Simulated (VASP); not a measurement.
Relaxed, unreconstructed slabs of Pt (fcc). Calculation: PBEsol GGA, VASP's PBE PAW potentials (set 64) (plane waves; VASP).

Slab and bulk use different k-meshes, so the surface energy is good to a few per cent at best.

### Question
Order the faces (100) [6 atoms], (111) [4 atoms], (110) [8 atoms] by surface energy, lowest first.

### Answer
(111) [4 atoms] (1.82 J/m²), (100) [6 atoms] (2.24 J/m²), (110) [8 atoms] (2.30 J/m²)

### Question
And what are their work functions?

### Answer
(100) [6 atoms] 5.76 eV, (111) [4 atoms] 5.87 eV, (110) [8 atoms] 5.41 eV.

Runs of the series that failed, ran out of time, didn't relax or are held back are left out, and each face is given by its thickest slab.

The cell is a thin slab with vacuum, built from Pt (fcc).
